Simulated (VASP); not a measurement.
Calculation: PBEsol GGA, VASP's PBE PAW potentials (set 64) (plane waves; VASP).

The input files of a VASP run:

INCAR:
```
# general
SYSTEM  = SnSe2
PREC    = Accurate
ENCUT   = 500   # plane-wave cut-off (eV)
LREAL   = .FALSE.
LASPH   = .TRUE.   # aspherical one-centre terms

# electronic loop
EDIFF   = 1E-6   # SCF stop (eV)
NELM    = 100
ALGO    = Normal   # blocked Davidson
LMAXMIX = 4   # l cut-off of mixed one-centre charges

# smearing
ISMEAR  = 1   # Methfessel-Paxton
SIGMA   = 0.1   # width (eV)

# functional
GGA     = PS

# ions
IBRION  = 2
NSW     = 40   # most ionic steps
ISIF    = 3
EDIFFG  = -0.02   # ionic stop
PSTRESS = 50   # kbar

# output
LWAVE   = .FALSE.
LCHARG  = .FALSE.
```

**POSCAR**
```
SnSe2
1.0
  1.8928211888  -3.2784628918   0.0000000000
  1.8928211888   3.2784628918   0.0000000000
  0.0000000000   0.0000000000   5.4530068276
Sn Se
1 2
direct
  0.0000000000   1.0000000000   0.0000000000
  0.3333330000   0.6666670000   0.2912054831
  0.6666670000   0.3333330000   0.7087945169
```

File KPOINTS:
```
Automatic mesh
0
Gamma
  9 9 6
```

POTCAR, in this order: Sn_d Se (PBE.64 set). Program: vasp_std.

Output

### OSZICAR
```
       N       E                     dE             d eps       ncg     rms          rms(c)
DAV:   1     0.186487172496E+03    0.18649E+03   -0.12413E+04  2124   0.178E+03
DAV:   2     0.560490808357E+01   -0.18088E+03   -0.17773E+03  2314   0.389E+02
DAV:   3    -0.124890422056E+02   -0.18094E+02   -0.17514E+02  2598   0.114E+02
DAV:   4    -0.130461933491E+02   -0.55715E+00   -0.55576E+00  2572   0.208E+01
DAV:   5    -0.130582665964E+02   -0.12073E-01   -0.12068E-01  3108   0.310E+00    0.551E+00
DAV:   6    -0.128632740443E+02    0.19499E+00   -0.46771E-01  3186   0.810E+00    0.349E+00
DAV:   7    -0.128420413517E+02    0.21233E-01   -0.11217E-01  2563   0.257E+00    0.978E-01
DAV:   8    -0.128407796707E+02    0.12617E-02   -0.84331E-03  2650   0.935E-01    0.244E-01
DAV:   9    -0.128407387488E+02    0.40922E-04   -0.10241E-03  2346   0.238E-01    0.659E-02
DAV:  10    -0.128407413995E+02   -0.26507E-05   -0.10042E-04  2869   0.713E-02    0.219E-02
DAV:  11    -0.128407488017E+02   -0.74023E-05   -0.21828E-05  2339   0.297E-02    0.706E-03
DAV:  12    -0.128407490213E+02   -0.21956E-06   -0.10898E-06  1806   0.822E-03
   1 F= -.10728694E+02 E0= -.10728657E+02  d E =-.107287E+02
       N       E                     dE             d eps       ncg     rms          rms(c)
DAV:   1    -0.128513674481E+02   -0.10619E-01   -0.93041E-02  2607   0.399E+00    0.265E-01
DAV:   2    -0.128497594746E+02    0.16080E-02   -0.52166E-03  2768   0.107E+00    0.133E-01
DAV:   3    -0.128492097657E+02    0.54971E-03   -0.15300E-03  2710   0.622E-01    0.250E-02
DAV:   4    -0.128492003308E+02    0.94349E-05   -0.92854E-05  2450   0.916E-02    0.134E-02
DAV:   5    -0.128491934721E+02    0.68588E-05   -0.58226E-06  2958   0.293E-02    0.433E-03
DAV:   6    -0.128491927767E+02    0.69536E-06   -0.83658E-07  1284   0.102E-02
   2 F= -.10729513E+02 E0= -.10729518E+02  d E =-.819528E-03
       N       E                     dE             d eps       ncg     rms          rms(c)
DAV:   1    -0.128701506047E+02   -0.20957E-01   -0.29508E-01  2593   0.711E+00    0.469E-01
DAV:   2    -0.128650897387E+02    0.50609E-02   -0.16489E-02  2762   0.190E+00    0.237E-01
DAV:   3    -0.128633600245E+02    0.17297E-02   -0.48158E-03  2701   0.110E+00    0.443E-02
DAV:   4    -0.128633326210E+02    0.27404E-04   -0.29183E-04  2492   0.162E-01    0.236E-02
DAV:   5    -0.128633132531E+02    0.19368E-04   -0.18518E-05  2996   0.523E-02    0.769E-03
DAV:   6    -0.128633117220E+02    0.15311E-05   -0.30063E-06  2093   0.179E-02    0.263E-03
DAV:   7    -0.128633118117E+02   -0.89714E-07   -0.24165E-07  1184   0.533E-03
   3 F= -.10730011E+02 E0= -.10729999E+02  d E =-.131735E-02
       N       E                     dE             d eps       ncg     rms          rms(c)
DAV:   1    -0.128636236931E+02   -0.31197E-03   -0.10164E-02  2116   0.604E-01    0.484E-02
DAV:   2    -0.128636410610E+02   -0.17368E-04   -0.56380E-04  2438   0.232E-01    0.236E-02
DAV:   3    -0.128636285542E+02    0.12507E-04   -0.20519E-05  2989   0.601E-02    0.120E-02
DAV:   4    -0.128636260272E+02    0.25270E-05   -0.58298E-06  2829   0.345E-02    0.306E-03
DAV:   5    -0.128636259768E+02    0.50393E-07   -0.76052E-07  1194   0.101E-02
   4 F= -.10730321E+02 E0= -.10730278E+02  d E =-.309705E-03
       N       E                     dE             d eps       ncg     rms          rms(c)
DAV:   1    -0.128642496670E+02   -0.62364E-03   -0.91577E-02  2110   0.181E+00    0.146E-01
DAV:   2    -0.128644047710E+02   -0.15510E-03   -0.50829E-03  2425   0.683E-01    0.706E-02
DAV:   3    -0.128642897166E+02    0.11505E-03   -0.18407E-04  2834   0.176E-01    0.362E-02
DAV:   4    -0.128642654875E+02    0.24229E-04   -0.54403E-05  3047   0.102E-01    0.913E-03
DAV:   5    -0.128642649183E+02    0.56921E-06   -0.10603E-05  3063   0.300E-02    0.335E-03
DAV:   6    -0.128642649587E+02   -0.40325E-07   -0.54766E-07  1233   0.654E-03
   5 F= -.10730952E+02 E0= -.10730806E+02  d E =-.940882E-03
       N       E                     dE             d eps       ncg     rms          rms(c)
DAV:   1    -0.128642205429E+02    0.44375E-04   -0.36772E-01  2108   0.363E+00    0.294E-01
DAV:   2    -0.128648315008E+02   -0.61096E-03   -0.20493E-02  2414   0.133E+00    0.141E-01
DAV:   3    -0.128643674487E+02    0.46405E-03   -0.74325E-04  2772   0.335E-01    0.729E-02
DAV:   4    -0.128642682731E+02    0.99176E-04   -0.22469E-04  3002   0.201E-01    0.184E-02
DAV:   5    -0.128642655176E+02    0.27554E-05   -0.43852E-05  3092   0.609E-02    0.674E-03
DAV:   6    -0.128642656112E+02   -0.93598E-07   -0.23323E-06  1817   0.131E-02
   6 F= -.10730962E+02 E0= -.10730717E+02  d E =-.950968E-03
       N       E                     dE             d eps       ncg     rms          rms(c)
DAV:   1    -0.128644738079E+02   -0.20829E-03   -0.90853E-02  2108   0.180E+00    0.146E-01
DAV:   2    -0.128646142576E+02   -0.14045E-03   -0.50368E-03  2395   0.684E-01    0.696E-02
DAV:   3    -0.128644964254E+02    0.11783E-03   -0.19288E-04  2997   0.180E-01    0.354E-02
DAV:   4    -0.128644720166E+02    0.24409E-04   -0.53768E-05  3046   0.102E-01    0.947E-03
DAV:   5    -0.128644707528E+02    0.12638E-05   -0.10133E-05  3073   0.304E-02    0.349E-03
DAV:   6    -0.128644706923E+02    0.60530E-07   -0.59530E-07  1228   0.672E-03
   7 F= -.10731158E+02 E0= -.10730940E+02  d E =-.114719E-02
       N       E                     dE             d eps       ncg     rms          rms(c)
DAV:   1    -0.128632448308E+02    0.12259E-02   -0.39367E-03  2624   0.779E-01    0.646E-02
DAV:   2    -0.128631495120E+02    0.95319E-04   -0.23949E-04  2651   0.219E-01    0.322E-02
DAV:   3    -0.128631198376E+02    0.29674E-04   -0.89274E-05  2700   0.144E-01    0.924E-03
DAV:   4    -0.128631194495E+02    0.38809E-06   -0.88330E-06  2322   0.259E-02
   8 F= -.10731290E+02 E0= -.10731072E+02  d E =-.132012E-03
       N       E                     dE             d eps       ncg     rms          rms(c)
DAV:   1    -0.128600188983E+02    0.31009E-02   -0.35295E-02  2624   0.232E+00    0.193E-01
DAV:   2    -0.128591642007E+02    0.85470E-03   -0.21410E-03  2659   0.645E-01    0.965E-02
DAV:   3    -0.128588969505E+02    0.26725E-03   -0.79536E-04  2699   0.428E-01    0.279E-02
DAV:   4    -0.128588894869E+02    0.74636E-05   -0.77409E-05  2772   0.773E-02    0.114E-02
DAV:   5    -0.128588883130E+02    0.11738E-05   -0.61934E-06  2849   0.339E-02    0.407E-03
DAV:   6    -0.128588884422E+02   -0.12914E-06   -0.11985E-06  1192   0.132E-02
   9 F= -.10731510E+02 E0= -.10731294E+02  d E =-.352118E-03
       N       E                     dE             d eps       ncg     rms          rms(c)
DAV:   1    -0.128575255057E+02    0.13628E-02   -0.40525E-03  2633   0.787E-01    0.653E-02
DAV:   2    -0.128574271927E+02    0.98313E-04   -0.24645E-04  2663   0.221E-01    0.326E-02
DAV:   3    -0.128573968073E+02    0.30385E-04   -0.91821E-05  2704   0.146E-01    0.942E-03
DAV:   4    -0.128573963792E+02    0.42805E-06   -0.90586E-06  2311   0.263E-02
  10 F= -.10731524E+02 E0= -.10731309E+02  d E =-.366288E-03
       N       E                     dE             d eps       ncg     rms          rms(c)
DAV:   1    -0.128598240730E+02   -0.24273E-02   -0.86462E-03  2665   0.117E+00    0.933E-02
DAV:   2    -0.128596223677E+02    0.20171E-03   -0.61229E-04  2603   0.374E-01    0.496E-02
DAV:   3    -0.128595506542E+02    0.71714E-04   -0.15628E-04  2734   0.204E-01    0.122E-02
DAV:   4    -0.128595469765E+02    0.36777E-05   -0.14070E-05  3020   0.383E-02    0.562E-03
DAV:   5    -0.128595459261E+02    0.10504E-05   -0.91708E-07  1266   0.137E-02    0.130E-03
DAV:   6    -0.128595458731E+02    0.53084E-07   -0.46932E-07  1125   0.961E-03
  11 F= -.10731582E+02 E0= -.10731370E+02  d E =-.575906E-04
```

**OUTCAR**
```
------------------------ aborting loop because EDIFF is reached ----------------------------------------
  FORCE on cell =-STRESS in cart. coord.  units (eV):
  Direction    XX          YY          ZZ          XY          YZ          ZX
  --------------------------------------------------------------------------------------
  Total        2.1309389      2.1309398      2.1438427      0.0000000      0.0000000      0.0000000
  in kB       50.0699015     50.0699230     50.3730990      0.0000000      0.0000000      0.0000000
  external PRESSURE =       0.1709745 kB  Pullay stress =      50.0000000 kB
  volume of cell :       68.19
      direct lattice vectors                 reciprocal lattice vectors
     1.888011411 -3.270132391 -0.000000000     0.264828908 -0.152899008 -0.000000000
     1.888011411  3.270132391  0.000000000     0.264828908  0.152899008 -0.000000000
     0.000000000  0.000000000  5.522107901    -0.000000000 -0.000000000  0.181090268
 POSITION                                       TOTAL-FORCE (eV/Angst)
 -----------------------------------------------------------------------------------
      0.00000     -0.00000      0.00000         0.000000     -0.000000      0.000000
      1.88801      1.09005      1.58593        -0.000000     -0.000000     -0.009505
      1.88801     -1.09005      3.93618         0.000000      0.000000      0.009505
 -----------------------------------------------------------------------------------
    total drift:                               -0.000000      0.000000      0.000000
  FREE ENERGIE OF THE ION-ELECTRON SYSTEM (eV)
  ---------------------------------------------------
  free  energy   TOTEN  =       -12.8595458731 eV

  energy  without entropy=      -12.8589093702  energy(sigma->0) =      -12.85933371
  enthalpy is  TOTEN    =       -10.7315819721 eV   P V=        2.1279639009

 reached required accuracy - stopping structural energy minimisation
```
(Selected blocks of OUTCAR.)

**CONTCAR**
```
SnSe2
   1.00000000000000
     1.8880114110577486   -3.2701323913577274   -0.0000000000000000
     1.8880114110577486    3.2701323913577274    0.0000000000000001
     0.0000000000000000    0.0000000000000000    5.5221079005337375
  Sn              Se
     1     2
Direct
     0.0000000000000000    0.0000000000000000    0.0000000000000000
     0.3333330000000032    0.6666669999999968    0.2871968308527534
     0.6666669999999968    0.3333330000000032    0.7128031691472465
```

Without a dispersion term in the relaxation, distances and binding between the weakly bound layers, chains or molecules are unreliable, and so is what depends on them.

The compound is SnSe2 in the 1T layered structure. This run relaxes it under an external pressure of 5 GPa. Symmetry was kept, so distortions that lower it aren't found.
